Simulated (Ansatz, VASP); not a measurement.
**Code comparison for LaPt5 (P6/mmm, 6 atoms in the cell)**

Self-consistent single point.

```
CELL_PARAMETERS angstrom
      5.42855     0.00000     0.00000
     -2.71428     4.70126     0.00000
      0.00000     0.00000     4.39333
ATOMIC_POSITIONS crystal
  La 0.00000 0.00000 0.00000
  Pt 0.33333 0.66667 0.00000
  Pt 0.66667 0.33333 0.00000
  Pt 0.50000 0.00000 0.50000
  Pt 0.50000 0.50000 0.50000
  Pt 0.00000 0.50000 0.50000
```

Shared settings, as Ansatz (an electronic-structure program) writes them: kpoints.mp_grid.grid = 6 6 7; scf.occupations.method = gaussian; scf.occupations.width = 0.0073 Ry. Potentials and cutoffs stand in the table.

| code | model | pressure (GPa) | cutoff |
|---|---|---|---|
| Ansatz | PBEsol, PAW files made with PBE | -4.28 | default |
| VASP | PBEsol, VASP's PBE PAW potentials (set 64) | -5.05 | 300 eV |

On Ansatz's run: spin-orbit coupling is off. Spin polarisation is off.

The spread over the programs that give each value: pressure within 0.77 GPa.

Ansatz's pressure is given at a fixed set of plane waves, as the other plane-wave codes print theirs; with its correction for the finite basis it is -4.23 GPa.

VASP's run is marked for a possible Pulay error in its stress at this cutoff; no cutoff test was made.

The starting cell comes from a database of computed structures (which also holds hypothetical and non-ambient phases and stackings), without a prior relaxation at this level.

Left out of this page: Elk (not drawn, or without a comparable value).

Keys are those of Ansatz 0.2.
